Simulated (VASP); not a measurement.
ZnCdSe₂ (space group P-4m2): the band gap from VASP (plane waves, PAW) at several levels of theory. Gaps are without spin-orbit coupling. Each level names its cell: its own relaxed one, PBE's, or the starting one. A gap is the smallest over the k-mesh and a band path; hybrids may have named points in place of the path, and GW has the mesh alone.

```csv
level,band gap (eV)
PBEsol (own cell),0.73
HSE06 (PBE cell),1.72
```

The cell of the PBEsol (own cell) run:

```
CELL_PARAMETERS angstrom
      4.12189     0.00000     0.00000
      0.00000     4.12189     0.00000
      0.00000     0.00000     5.90574
ATOMIC_POSITIONS crystal
  Zn 0.50000 0.50000 0.50000
  Cd 0.00000 0.00000 0.00000
  Se 0.00000 0.50000 0.72628
  Se 0.50000 0.00000 0.27372
```

Only levels that ran to the end are used. Left out are those held back, those with too coarse a band path, GW runs whose mesh misses a band edge, hybrids' fits of cells that aren't cubic and levels without matching references; a question may draw on a part of the rest.

The structure comes from a computed database's ZnCdSe2 entry (P-4m2); how it stands against other phases isn't given here.
